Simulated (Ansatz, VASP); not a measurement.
## Li5SbCl2 in two plane-wave programs

Wanted: the spread between two codes on one cell, functional and k mesh. The cell is generated by rule, not measured, and may not be a known phase. The cell is taken from a series of runs on this material, whose earlier steps may have relaxed, scaled, displaced or heated it; both programs get it as it stands.

Calculated with Ansatz 0.2.0; plane waves, with VASP 6.6.1 beside it; relaxation of cell and atoms at PBEsol.

The structure was built from a prototype and need not be the compound's stable phase.

## 1. Starting point

Symmetry: R3m, No. 160, trigonal system. The conventional cell has a = 4.503 Å, b = 4.503 Å, c = 26.519 Å, α = 90.00°, β = 90.00°, γ = 120.00°. Nearest to Li lie 4 Cl at 2.62 to 2.66 Å. Li has 4 Cl at 2.42 to 2.60 Å nearest. Nearest to Li lie 1 Cl at 2.28 Å and 1 Li at 2.50 Å. Nearest to Li lie 4 Li at 2.50 to 2.75 Å. Nearest to Li lie 1 Cl at 2.62 Å and 3 Sb at 2.64 Å and 3 Li at 2.75 Å. Sb has 3 Li at 2.64 Å nearest. Farther neighbours and most contacts between anions are not listed.

## 2. VASP: relaxation of cell and atoms, PBEsol

The relaxed volume is the usual yardstick between codes: in a stiff, nearly cubic crystal its relative difference is about their pressure difference at one cell divided by the bulk modulus.

Lines of VASP's logs that name or quote its potential files are left out, and so is its time.

File INCAR:

```
SYSTEM = Li5SbCl2
PREC = Accurate
ENCUT = 750
EDIFF = 1E-07
NELM = 120
ISMEAR = 0
SIGMA = 0.01
LREAL = .FALSE.
ALGO = Normal
GGA = PS
NBANDS = 25
LORBIT = 11
LWAVE = .FALSE.
LCHARG = .FALSE.
ISIF = 3
IBRION = 2
NSW = 80
EDIFFG = -0.005
LASPH = .TRUE.
GGA_COMPAT = .FALSE.
NELMIN = 4
EFERMI = MIDGAP
KPAR = 2
```

File POSCAR:

```
Li5SbCl2
1.0
    2.2514030000      1.2998480000      8.8396120000
   -2.2514030000      1.2998480000      8.8396120000
    0.0000000000     -2.5996960000      8.8396120000
Li Sb Cl
5 1 2
Direct
    0.7888555139      0.7888555139      0.7888555139
    0.0186853601      0.0186853601      0.0186853601
    0.1956047769      0.1956047769      0.1956047769
    0.2899839194      0.2899839194      0.2899839194
    0.5899851713      0.5899851713      0.5899851713
    0.9056623375      0.9056623375      0.9056623375
    0.6886479859      0.6886479859      0.6886479859
    0.1097912442      0.1097912442      0.1097912442
```

File KPOINTS:

```
Automatic mesh
0
Gamma
6 6 6
0 0 0
```

Potentials, in the order of the species: Li_sv, Sb and Cl (PBE family, release 64).

Started as:

```console
$ mpirun -np 2 vasp_std
```

Numbers of over 12 decimals in the logs are rounded to 6 here.

What it wrote:

```text
[banner, memory and clock lines left out]
running    2 mpi-ranks, on    1 nodes
 distrk:  each k-point on    1 cores,    2 groups
 distr:  one band on    1 cores,    1 groups

 POSCAR found type information on POSCAR LiSbCl
 POSCAR found :  3 types and       8 ions
|                                                                             |
|               ----> ADVICE to this user running VASP <----                  |
|                                                                             |
|     You enforced a specific xc type in the INCAR file but a different       |
|     [... a line on the potential file left out ...]
|     I HOPE YOU KNOW WHAT YOU ARE DOING!                                     |
|                                                                             |

 LDA part: xc-table for (Slater+PW92), standard interpolation
 POSCAR, INCAR and KPOINTS ok, starting setup
 FFT: planning ... GRIDC
 FFT: planning ... GRID_SOFT
 FFT: planning ... GRID
 WAVECAR not read
 entering main loop
       N       E                     dE             d eps       ncg     rms          rms(c)
DAV:   1     0.266056571428E+03    0.26606E+03   -0.16517E+04  1600   0.166E+03
DAV:   2     0.103307069767E+02   -0.25573E+03   -0.24327E+03  2099   0.360E+02
DAV:   3    -0.176885381032E+02   -0.28019E+02   -0.27760E+02  2096   0.942E+01
DAV:   4    -0.280303710920E+02   -0.10342E+02   -0.10302E+02  3183   0.375E+01
DAV:   5    -0.284241847674E+02   -0.39381E+00   -0.39376E+00  2062   0.118E+01    0.500E+00
DAV:   6    -0.278298674048E+02    0.59432E+00   -0.82247E-01  2543   0.461E+00    0.312E+00
DAV:   7    -0.275279046517E+02    0.30196E+00   -0.72227E-01  2111   0.361E+00    0.109E+00
DAV:   8    -0.275073285467E+02    0.20576E-01   -0.17833E-01  2344   0.200E+00    0.517E-01
DAV:   9    -0.275076733463E+02   -0.34480E-03   -0.24303E-02  2302   0.721E-01    0.257E-01
DAV:  10    -0.275075642518E+02    0.10909E-03   -0.56789E-03  2215   0.428E-01    0.126E-01
DAV:  11    -0.275078112812E+02   -0.24703E-03   -0.16641E-03  2501   0.171E-01    0.835E-02
DAV:  12    -0.275079641984E+02   -0.15292E-03   -0.34521E-04  2160   0.997E-02    0.228E-02
DAV:  13    -0.275079916260E+02   -0.27428E-04   -0.76665E-05  2440   0.491E-02    0.141E-02
DAV:  14    -0.275080010776E+02   -0.94515E-05   -0.20086E-05  2254   0.211E-02    0.474E-03
DAV:  15    -0.275080035612E+02   -0.24837E-05   -0.24435E-06  2144   0.817E-03    0.235E-03
DAV:  16    -0.275080042359E+02   -0.67465E-06   -0.69354E-07  2051   0.408E-03    0.112E-03
DAV:  17    -0.275080042651E+02   -0.29202E-07   -0.40105E-08  1626   0.135E-03
   1 F= -.27508004E+02 E0= -.27508004E+02  d E =-.275080E+02
 curvature:   0.00 expect dE= 0.000E+00 dE for cont linesearch  0.000E+00
 trial: gam= 0.00000 g(F)=  0.106E-04 g(S)=  0.744E-05 ort = 0.000E+00 (trialstep = 0.100E+01)
 search vector abs. value=  0.181E-04
 bond charge predicted
       N       E                     dE             d eps       ncg     rms          rms(c)
DAV:   1    -0.275080293756E+02   -0.25140E-04   -0.16531E-03  1673   0.267E-01    0.238E-02
DAV:   2    -0.275080228196E+02    0.65560E-05   -0.67066E-05  2449   0.491E-02    0.114E-02
DAV:   3    -0.275080208209E+02    0.19986E-05   -0.77371E-06  2174   0.148E-02    0.643E-03
DAV:   4    -0.275080202306E+02    0.59031E-06   -0.38404E-07  2178   0.387E-03    0.299E-03
DAV:   5    -0.275080198247E+02    0.40590E-06   -0.14686E-07  1517   0.239E-03    0.416E-04
DAV:   6    -0.275080198417E+02   -0.16929E-07   -0.46492E-08  1196   0.148E-03
   2 F= -.27508020E+02 E0= -.27508020E+02  d E =-.155766E-04
 trial-energy change:   -0.000016  1 .order   -0.000015   -0.000018   -0.000013
 step:   3.4259(harm=  3.4259)  dis= 0.00141  next Energy=   -27.508035 (dE=-0.310E-04)
 bond charge predicted
       N       E                     dE             d eps       ncg     rms          rms(c)
DAV:   1    -0.275080902518E+02   -0.70427E-04   -0.97279E-03  1619   0.649E-01    0.578E-02
DAV:   2    -0.275080485760E+02    0.41676E-04   -0.39423E-04  2378   0.119E-01    0.275E-02
DAV:   3    -0.275080370764E+02    0.11500E-04   -0.45920E-05  2155   0.359E-02    0.156E-02
DAV:   4    -0.275080350499E+02    0.20265E-05   -0.23296E-06  2419   0.936E-03    0.733E-03
DAV:   5    -0.275080338491E+02    0.12008E-05   -0.10587E-06  2390   0.565E-03    0.124E-03
DAV:   6    -0.275080338910E+02   -0.41932E-07   -0.20933E-07  1898   0.272E-03
   3 F= -.27508034E+02 E0= -.27508034E+02  d E =-.296259E-04
 curvature:  -1.71 expect dE=-0.128E-04 dE for cont linesearch -0.505E-09
 trial: gam= 0.41775 g(F)=  0.206E-05 g(S)=  0.542E-05 ort =-0.730E-07 (trialstep = 0.149E+01)
 search vector abs. value=  0.106E-04
 reached required accuracy - stopping structural energy minimisation
```

Parts of OUTCAR (step 2):

```text
ion  position               nearest neighbor table
   1  0.789  0.789  0.789-   8 2.62   8 2.62   8 2.62   6 3.10
   2  0.019  0.019  0.019-   8 2.42   7 2.60   7 2.60   7 2.60   6 3.00
   3  0.196  0.196  0.196-   8 2.28   4 2.50   6 2.84   6 2.84   6 2.84
   4  0.290  0.290  0.290-   3 2.50   6 2.93   6 2.93   6 2.93
   5  0.590  0.590  0.590-   7 2.62   6 2.64   6 2.64   6 2.64
   6  0.906  0.906  0.906-   5 2.64   5 2.64   5 2.64   3 2.84   3 2.84   3 2.84   4 2.93   4 2.93
                             4 2.93   2 3.00   1 3.10
   7  0.689  0.689  0.689-   2 2.60   2 2.60   2 2.60   5 2.62
   8  0.110  0.110  0.110-   3 2.28   2 2.42   1 2.62   1 2.62   1 2.62

  LATTYP: Found a trigonal (rhomboedric) cell.
 ALAT       =     9.2139655199
 COS(alpha) =     0.8805892816

 Subroutine GETGRP returns: Found  6 space group operations
 (whereof  6 operations were pure point group operations)

The static configuration has the point symmetry C_3v.

 Found     32 irreducible k-points:

   k-points           NKPTS =     32   k-points in BZ     NKDIM =     32   number of bands    NBANDS=     25

   dimension x,y,z NGX =    84 NGY =   84 NGZ =   84
   dimension x,y,z NGXF=   168 NGYF=  168 NGZF=  168

   ENCUT  =  750.0 eV  55.12 Ry    7.42 a.u.  20.57 20.57 20.57*2*pi/ulx,y,z

   NELECT =      34.0000    total number of electrons

 k-points in reciprocal lattice and weights: Automatic mesh
   0.00000000  0.00000000  0.00000000       0.005
   0.16666667 -0.00000000  0.00000000       0.028
   0.33333333 -0.00000000  0.00000000       0.028
   0.50000000  0.00000000  0.00000000       0.014
   0.16666667  0.16666667  0.00000000       0.028
   0.33333333  0.16666667  0.00000000       0.056
   0.50000000  0.16666667  0.00000000       0.056
  -0.33333333  0.16666667  0.00000000       0.056
  -0.16666667  0.16666667  0.00000000       0.028
[...]
-0.33333333  0.50000000  0.33333333       0.028
   0.50000000  0.50000000  0.50000000       0.005

 average (electrostatic) potential at core
       1 -62.7729       2 -62.6761       3 -61.5066       4 -62.3439       5 -61.2081
       6 -87.6669       7 -93.8521       8 -93.7294

 E-fermi :   3.8252

 k-point     1 :       0.0000    0.0000    0.0000
  band No.  band energies     occupation
    ...
     13      -1.1340      2.00000
     14      -1.1340      2.00000
     15       1.6065      2.00000
     16       3.1941      2.00000
     17       3.1941      2.00000
     18       4.4437      0.00000
     19       6.1503      0.00000
     20       6.1503      0.00000
     21       6.4891      0.00000
     22       7.0408      0.00000
    ...

 k-point     2 :       0.1667   -0.0000    0.0000
  band No.  band energies     occupation
    ...
     13      -1.2002      2.00000
     14      -1.1486      2.00000
     15       1.5932      2.00000
     16       2.1522      2.00000
     17       2.7551      2.00000
     18       4.8545      0.00000
     19       6.1111      0.00000
     20       6.7996      0.00000
     21       6.9973      0.00000
     22       7.4089      0.00000
    ...

 k-point     3 :       0.3333   -0.0000    0.0000
  band No.  band energies     occupation
    ...
     13      -1.1993      2.00000
     14      -1.1989      2.00000
     15       0.8333      2.00000
     16       1.7315      2.00000
     17       2.1819      2.00000
     18       5.3160      0.00000
     19       5.8548      0.00000
     20       6.6712      0.00000
     21       7.1599      0.00000
     22       7.7088      0.00000
    ...

  Total       -0.0109260     -0.0109260     -0.0256925     -0.0000000      0.0000000      0.0000000
  in kB       -0.1126565     -0.1126565     -0.2649111     -0.0000000      0.0000000      0.0000000
  external PRESSURE =      -0.1634080 kB  Pullay stress =       0.0000000 kB

  energy-cutoff  :      750.00
  volume of cell :      155.39
      direct lattice vectors                 reciprocal lattice vectors
     2.252546576  1.300508244  8.840520155     0.221970993  0.128155025  0.037705172
    -2.252546576  1.300508244  8.840520155    -0.221970993  0.128155025  0.037705172
     0.000000000 -2.601016487  8.840520155     0.000000000 -0.256310050  0.037705172

 POSITION                                       TOTAL-FORCE (eV/Angst)
 -----------------------------------------------------------------------------------
      0.00000      0.00000     20.92124         0.000000     -0.000000     -0.002528
      0.00000      0.00000      0.49609         0.000000     -0.000000      0.001167
      0.00000      0.00000      5.18732         0.000000     -0.000000     -0.001097
      0.00000      0.00000      7.69224         0.000000      0.000000      0.002875
      0.00000      0.00000     15.64829         0.000000      0.000000      0.003824
      0.00000      0.00000     24.01828         0.000000     -0.000000     -0.000633
      0.00000      0.00000     18.26416         0.000000     -0.000000     -0.000396
      0.00000      0.00000      2.91096         0.000000      0.000000     -0.003212
 -----------------------------------------------------------------------------------
    total drift:                                0.000000      0.000000      0.000154

  FREE ENERGIE OF THE ION-ELECTRON SYSTEM (eV)
  ---------------------------------------------------
  free  energy   TOTEN  =       -27.5080338910 eV

  energy  without entropy=      -27.5080338910  energy(sigma->0) =      -27.50803389

 reached required accuracy - stopping structural energy minimisation

 total charge
# of ion       s       p       d       tot
------------------------------------------
    1        2.005   0.032   0.000   2.037
    2        2.011   0.041   0.000   2.052
    3        2.023   0.066   0.000   2.089
    4        2.020   0.054   0.000   2.074
    5        2.030   0.081   0.000   2.111
    6        1.092   1.475   0.005   2.572
    7        1.585   3.521   0.000   5.107
    8        1.579   3.557   0.000   5.136
--------------------------------------------------
tot         14.345   8.828   0.005  23.178

[... 3 further parts left out ...]
```

The run keeps the 6 symmetry operations of its start, so it cannot find a distortion of lower symmetry.

(Continued in part 2 of 2.)

[Lines on the potential files, build, host, timing and source positions are cut from VASP's logs without a mark.]

[Logs are printed without paths, hosts, clocks, repeated set-up lines and the standing remarks that a program may print on its own settings, such as how far it seeks lower states.]

[Hosts, paths, dates, database ids (printed as entryN), source tags and the programs' standing remarks are cut or masked in the printed files.]
